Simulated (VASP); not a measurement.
Data:

```
CELL_PARAMETERS angstrom
      4.56789     0.00000     0.00000
      0.00000     4.56789     0.00000
      0.00000     0.00000     4.56789
ATOMIC_POSITIONS crystal
  Si 0.15878 0.34122 0.65878
  Si 0.65878 0.15878 0.34122
  Si 0.84122 0.84122 0.84122
  Si 0.34122 0.65878 0.15878
  Ru 0.86252 0.63748 0.36252
  Ru 0.36252 0.86252 0.63748
  Ru 0.13748 0.13748 0.13748
  Ru 0.63748 0.36252 0.86252
```

Method: PBE GGA, VASP's PBE PAW potentials (set 64) (plane waves; VASP). Settings: 500 eV cut-off, 5×5×5 Γ-centred mesh, Gaussian smearing of 0.050 eV, potentials Si Ru_pv.

Energy and stress use the plane-wave basis of the starting cell.

### Question
The ions, cell shape and volume at an external pressure of 45.0 GPa are relaxed. Which structure does the run end with?

### Answer

```
CELL_PARAMETERS angstrom
      4.50914     0.00000     0.00000
      0.00000     4.50914     0.00000
      0.00000     0.00000     4.50914
ATOMIC_POSITIONS crystal
  Si 0.15790 0.34210 0.65790
  Si 0.65790 0.15790 0.34210
  Si 0.84210 0.84210 0.84210
  Si 0.34210 0.65790 0.15790
  Ru 0.86041 0.63959 0.36041
  Ru 0.36041 0.86041 0.63959
  Ru 0.13959 0.13959 0.13959
  Ru 0.63959 0.36041 0.86041
```
Space group P2_13 (198), at a tolerance of 0.03 Å.

### Question
How do energy and volume change from the first to the last step?

### Answer
The energy (σ→0) changes by +105.3 meV/atom and the volume by -3.8 %, in 9 ionic steps.

The compound is RuSi in the B20 structure. This run relaxes it under an external pressure of 45 GPa. Symmetry was kept, so distortions that lower it aren't found.
